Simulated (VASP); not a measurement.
```xyz
3
Lattice="1.7077 0.9859 5.2578 -1.7077 0.9859 5.2578 0.0000 -1.9718 5.2578" Properties=species:S:1:pos:R:3 pbc="T T T"
Ge     0.0000     0.0000     0.0114
S      0.0000     0.0000    12.0302
S      0.0000     0.0000     8.9890
```

These are PBEsol GGA, VASP's PBE PAW potentials (set 64) (plane waves; VASP 6.6.1) values and carry that method's errors. Numerical set-up: 400 eV cut-off, Gaussian smearing of 0.050 eV, potentials Ge_d S.

Without a dispersion term in the relaxation, distances and binding between the weakly bound layers, chains or molecules are unreliable, and so is what depends on them.

Problem. Give the energies of bands 8 to 16 at the high-symmetry points, in eV from the Fermi level.

Solution. 
| band | Γ | T | H2 | L | S0 | F |
|---|---|---|---|---|---|---|
| 8 | -8.78 | -5.99 | -9.23 | -9.41 | -9.21 | -9.26 |
| 9 | -1.50 | -3.94 | -6.28 | -6.26 | -6.20 | -6.38 |
| 10 | -1.50 | -1.97 | -5.30 | -4.44 | -5.66 | -4.06 |
| 11 | -1.00 | -1.97 | -4.72 | -3.10 | -4.22 | -3.77 |
| 12 | -1.00 | -0.27 | -3.06 | -2.36 | -3.54 | -2.43 |
| 13 | -0.47 | -0.27 | -1.50 | -2.25 | -1.19 | -0.89 |
| 14 | -0.23 | 1.46 | 0.75 | 0.24 | 0.44 | 0.46 |
| 15 | 3.78 | 3.48 | 2.30 | 1.70 | 2.73 | 2.68 |
| 16 | 3.78 | 3.48 | 5.89 | 4.17 | 5.59 | 3.76 |

It has no gap at this level: it comes out as a metal or semimetal.

The structure was generated: GeS2 was put into the 3R-MoS2 type (R3m), which need not be its known phase. It was relaxed first, which changed the volume by +18 %.
